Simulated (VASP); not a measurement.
Consider the following.

InPd has the cubic space group Pm-3m (No. 221), the CsCl type structure, Pearson symbol cP2. Cell: a = b = c = 3.305 Å, α = β = γ = 90.00°. In on 1b is coordinated by 8 Pd at 2.863 Å and 6 In at 3.305 Å. Pd on 1a is surrounded by 8 In at 2.863 Å and 6 Pd at 3.305 Å. (Neighbours: up to the widest gap in distance over summed covalent radii, below 1.35, at either atom.)

Calculation: PBE GGA, VASP's PBE PAW potentials (set 64) (plane waves; VASP). Numerical set-up: 520 eV cut-off, 11×11×11 Γ-centred mesh, first-order Methfessel-Paxton smearing of 0.10 eV, potentials In_d Pd.

Problem. Give the energy at these volumes per atom, relative to the lowest: 17.03, 17.57, 18.11, 18.66, 19.20 Å³.

Solution. 23.2, 4.7, 0.0, 6.4, 22.2 meV/atom. A third-order Birch-Murnaghan fit gives B0 = 113 GPa and B0′ = 5.3.

The compound is PdIn in the CsCl type structure. It was relaxed first, which changed the volume by +5 %.
